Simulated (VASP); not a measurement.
Here is the system:

```
CELL_PARAMETERS angstrom
     -1.85334     1.85334     6.27451
      1.85334    -1.85334     6.27451
      1.85334     1.85334    -6.27451
ATOMIC_POSITIONS crystal
  Nb 0.75000 0.75000 0.00000
  Nb 0.50000 0.00000 0.50000
  Te 0.16600 0.16600 0.00000
  Te 0.91600 0.41600 0.50000
```

Method: PBE GGA, VASP's PBE PAW potentials (set 64) (plane waves; VASP). Run with 500 eV cut-off, 8×8×8 Γ-centred mesh, Gaussian smearing of 0.050 eV, potentials Nb_sv Te.

Task: Which forces act on the atoms, in eV/Å?

Result: 
```json
[
 {"atom": "Nb1", "Fx": "0.000", "Fy": "0.000", "Fz": "-0.309"},
 {"atom": "Nb2", "Fx": "0.000", "Fy": "0.000", "Fz": "-0.309"},
 {"atom": "Te3", "Fx": "0.000", "Fy": "0.000", "Fz": "0.309"},
 {"atom": "Te4", "Fx": "0.000", "Fy": "0.000", "Fz": "0.309"}
]
```

Task: Give the stress tensor in GPa (positive for a compressed cell).

Result: 
```
0.70  0.00  0.00
0.00  0.70  0.00
0.00  0.00  2.58
```
The pressure is its mean diagonal, 1.33 GPa.

The structure was generated: NbTe was put into the NbAs type (I4_1md), which need not be its known phase. The cell was not relaxed at this level. The run is one of a series of settings (ENCUT = 500 against the base run), some of them coarse on purpose.
